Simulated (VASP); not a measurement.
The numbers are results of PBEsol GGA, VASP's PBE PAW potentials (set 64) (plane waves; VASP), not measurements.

A VASP calculation is set up with these files.

**INCAR**
```
ALGO=Normal
EDIFF=1E-7
ENCUT=400
GGA=PS
ISIF=2
ISMEAR=-5
LASPH=T
LCHARG=T
LMAXMIX=4
LORBIT=11
LREAL=F
LWAVE=F
NEDOS=601
NELM=100
PREC=Accurate
SYSTEM=Sb
```

POSCAR:
```
Sb
4.4568030
  0.8739213627  -0.4860285191  -0.0061598525
  0.8739213627   0.4860285191  -0.0061598525
  0.6092507561   0.0000000000   0.7929777128
Sb
2
Cart
  0.5552014373   0.0000000000   0.1838800418
  1.8018920443   0.0000000000   0.5967779659
```

**KPOINTS**
```
K-points
0
Gamma
 8 8 8
0 0 0
```

POTCAR, in this order: Sb (PBE.64 set). Program: vasp_std.

What VASP printed:

### OSZICAR
```
       N       E                     dE             d eps       ncg     rms          rms(c)
DAV:   1     0.310192388634E+02    0.31019E+02   -0.32780E+03  1170   0.714E+02
DAV:   2    -0.784936113875E+01   -0.38869E+02   -0.38240E+02  1673   0.113E+02
DAV:   3    -0.912469545197E+01   -0.12753E+01   -0.12709E+01  1444   0.253E+01
DAV:   4    -0.913454676866E+01   -0.98513E-02   -0.98817E-02  1440   0.254E+00
DAV:   5    -0.913462788193E+01   -0.81113E-04   -0.81495E-04  1361   0.231E-01    0.287E+00
DAV:   6    -0.912618941577E+01    0.84385E-02   -0.18261E-03  1321   0.318E-01    0.172E+00
DAV:   7    -0.912083137645E+01    0.53580E-02   -0.48451E-03  1203   0.508E-01    0.587E-02
DAV:   8    -0.912086869735E+01   -0.37321E-04   -0.89251E-05  1442   0.819E-02    0.130E-02
DAV:   9    -0.912087262834E+01   -0.39310E-05   -0.62947E-06  1288   0.198E-02    0.298E-03
DAV:  10    -0.912087237224E+01    0.25609E-06   -0.62577E-07  1437   0.537E-03    0.133E-03
DAV:  11    -0.912087250873E+01   -0.13648E-06   -0.55105E-08   626   0.164E-03    0.448E-04
DAV:  12    -0.912087252679E+01   -0.18067E-07   -0.14343E-08   605   0.862E-04
   1 F= -.91208725E+01 E0= -.91208725E+01  d E =0.000000E+00
```

OUTCAR:
```
------------------------ aborting loop because EDIFF is reached ----------------------------------------
  FORCE on cell =-STRESS in cart. coord.  units (eV):
  Direction    XX          YY          ZZ          XY          YZ          ZX
  --------------------------------------------------------------------------------------
  Total       -0.0681381     -0.0353746     -0.0389684      0.0000000      0.0000000     -0.0108511
  in kB       -1.8207892     -0.9452816     -1.0413164      0.0000000      0.0000000     -0.2899637
  external PRESSURE =      -1.2691291 kB  Pullay stress =       0.0000000 kB
  volume of cell :       59.96
      direct lattice vectors                 reciprocal lattice vectors
     3.894895351 -2.166133362 -0.027453249     0.127681702 -0.230826046 -0.098098815
     3.894895351  2.166133362 -0.027453249     0.127681702  0.230826046 -0.098098815
     2.715310597  0.000000000  3.534145449     0.001983663  0.000000000  0.281429769
 POSITION                                       TOTAL-FORCE (eV/Angst)
 -----------------------------------------------------------------------------------
      2.47442      0.00000      0.81952        -0.012382      0.000000     -0.004101
      8.03068      0.00000      2.65972         0.012382      0.000000      0.004101
 -----------------------------------------------------------------------------------
    total drift:                                0.000000      0.000000     -0.000000
  FREE ENERGIE OF THE ION-ELECTRON SYSTEM (eV)
  ---------------------------------------------------
  free  energy   TOTEN  =        -9.1208725268 eV

  energy  without entropy=       -9.1208725268  energy(sigma->0) =       -9.12087253

 total charge

# of ion       s       p       d       tot
------------------------------------------
    1        1.216   1.142   0.036   2.393
    2        1.216   1.142   0.036   2.393
--------------------------------------------------
tot          2.432   2.283   0.071   4.787
```
(Selected blocks of OUTCAR.)

For a metal the tetrahedron method with Blöchl corrections gives inexact stress and forces.

The compound is Sb in the a7 structure. It was relaxed first.
